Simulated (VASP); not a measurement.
Here is the system:

```
CELL_PARAMETERS angstrom
      1.25291    -2.17010     0.00000
      1.25291     2.17010     0.00000
      0.00000     0.00000     7.75217
ATOMIC_POSITIONS crystal
  B  0.33333 0.66667 0.25000
  B  0.66667 0.33333 0.75000
  N  0.66667 0.33333 0.25000
  N  0.33333 0.66667 0.75000
```

These are AM05 GGA, VASP's PBE PAW potentials (set 64) (plane waves; VASP) values and carry that method's errors. Numerical set-up: 520 eV cut-off, Gaussian smearing of 0.050 eV, potentials B N.

Without a dispersion term in the relaxation, distances and binding between the weakly bound layers, chains or molecules are unreliable, and so is what depends on them.

### Question
Give the energies of bands 3 to 11 at the high-symmetry points, in eV from the valence-band maximum.

### Answer

```
band      Γ      M      K      A      L      H
----  -----  -----  -----  -----  -----  -----
3     -5.70  -8.88  -7.96  -5.28  -8.87  -7.94
4     -4.78  -8.86  -7.91  -5.28  -8.87  -7.94
5     -1.30  -4.12  -7.11  -1.30  -4.11  -7.11
6     -1.30  -4.11  -7.11  -1.30  -4.11  -7.11
7     -1.29  -1.11  -0.01  -1.30  -0.92   0.00
8     -1.29  -0.72  -0.01  -1.30  -0.92   0.00
9      4.68   4.46   4.66   6.26   4.73   4.62
10     8.62   5.11   4.66   6.26   4.73   4.62
11    11.03   9.48  11.26  11.52   9.79  12.11
```

The gap is indirect, 4.46 eV, from the valence maximum at H to the conduction minimum at M.

The compound is BN in the hex structure. It was relaxed first, which changed the volume by +17 %.
